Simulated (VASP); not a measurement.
```xyz
1
Lattice="0.0000 1.9346 1.9346 1.9346 0.0000 1.9346 1.9346 1.9346 0.0000" Properties=species:S:1:pos:R:3 pbc="T T T"
Pd     0.0000     0.0000     0.0000
```

These are PBEsol GGA, VASP's PBE PAW potentials (set 64) (plane waves; VASP 6.6.1) values and carry that method's errors. Run with 400 eV cut-off, Gaussian smearing of 0.050 eV, potentials Pd.

Question: Give the energies of bands 1 to 6 at the high-symmetry points, in eV from the Fermi level.

Answer: 
```
band      Γ      X      U      L      W
----  -----  -----  -----  -----  -----
1     -7.37  -5.57  -4.89  -5.47  -4.47
2     -2.92  -5.27  -4.29  -2.97  -3.50
3     -2.92  -0.02  -2.05  -2.97  -3.50
4     -2.92   0.32  -0.96   0.00  -1.35
5     -1.24   0.32  -0.15   0.00   0.32
6     -1.24   3.26   7.15   0.89   8.95
```

It has no gap at this level: it comes out as a metal or semimetal.

The structure comes from a measured Pd entry (Fm-3m) of the Crystallography Open Database, whose conditions weren't checked. It was relaxed first.
